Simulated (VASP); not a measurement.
OSZICAR of a VASP run on Pb (fcc):

### OSZICAR
```
       N       E                     dE             d eps       ncg     rms          rms(c)
DAV:   1     0.951038312910E+02    0.95104E+02   -0.64177E+03  1251   0.121E+03
DAV:   2     0.812219857847E+00   -0.94292E+02   -0.92526E+02  1265   0.303E+02
DAV:   3    -0.347185197669E+01   -0.42841E+01   -0.42677E+01  1453   0.764E+01
DAV:   4    -0.357076731988E+01   -0.98915E-01   -0.98839E-01  1504   0.128E+01
DAV:   5    -0.357520141694E+01   -0.44341E-02   -0.44340E-02  1549   0.242E+00    0.483E-01
DAV:   6    -0.356718274825E+01    0.80187E-02   -0.14416E-02  1508   0.223E+00    0.250E-01
DAV:   7    -0.356549601520E+01    0.16867E-02   -0.65467E-03  1463   0.142E+00    0.920E-02
DAV:   8    -0.356550555331E+01   -0.95381E-05   -0.42483E-04  1397   0.394E-01    0.110E-02
DAV:   9    -0.356550298069E+01    0.25726E-05   -0.13900E-05  1535   0.707E-02    0.502E-03
DAV:  10    -0.356550252992E+01    0.45077E-06   -0.14367E-06  1172   0.133E-02
   1 F= -.35655025E+01 E0= -.35655047E+01  d E =0.664359E-05
```

Question: Which electronic solver shows in the log?

Answer: It is blocked Davidson (ALGO = Normal, or the opening steps of other solvers). The INCAR had ALGO = Normal.

Question: Can the final energy be trusted as converged?

Answer: Self-consistency was reached. It stopped with EDIFF = 1E-6, NELM = 100 (PBE GGA, plane waves, VASP's PBE PAW potentials (set 64)).

The compound is Pb in the fcc structure. The cell was not relaxed at this level.
